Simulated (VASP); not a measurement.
VASP ran on this input.

**INCAR**
```
SYSTEM = In
PREC = Accurate
ENCUT = 300
EDIFF = 1E-6
NELM = 100
ALGO = Normal
LREAL = .FALSE.
LASPH = .TRUE.
ISMEAR = 0
SIGMA = 0.272
GGA = PE
LMAXMIX = 4
LWAVE = .FALSE.
LCHARG = .FALSE.
ISIF = 2
NBANDS = 11
```

File KPOINTS:
```
Automatic mesh
0
Gamma
11 11 11
0 0 0
```

**POSCAR**
```
In
2.4779430
 -0.6537507118   0.6537507118   1.0000000000
  0.6537507118  -0.6537507118   1.0000000000
  0.6537507118   0.6537507118  -1.0000000000
In
1
Cartesian
  0.0000000000   0.0000000000   0.0000000000
```

POTCAR, in this order: In_d (PBE.64 set). Program: vasp_std.

**Question.** Write an equivalent input for Ansatz.

**Answer.** One equivalent input (not run):
Ansatz 0.2 input:
```yaml
crystal:
  lattice:
    - [-1.6199570, 1.6199570, 2.4779430]
    - [1.6199570, -1.6199570, 2.4779430]
    - [1.6199570, 1.6199570, -2.4779430]
  atoms:
    - { symbol: In, position: [0.0000000, 0.0000000, 0.0000000] }
kpoints:
  mp_grid: { grid: [11, 11, 11] }
hamiltonian:
  xc: pbe
  pseudopotentials: { kind: paw }
scf:
  occupations: { method: gaussian, width: 0.272 }
  max_iter: 100
output: { forces: true, stress: true, eigenvalues: true }
```
Limits of the translation: each code has its own PAW files, so the cut-off isn't converted (ENCUT is set for VASP's; basis.ecutwfc is left out, and Ansatz then takes the one that its files recommend); Ansatz stops its SCF on the density residual and VASP on the energy change (EDIFF); the number of bands isn't carried over, since the valence differs with the files.

The structure comes from a computed database's In entry; how it stands against other phases isn't given here. The cell was not relaxed at this level. The run is one of a series of settings (NBANDS = 11 against the base run), some of them coarse on purpose.
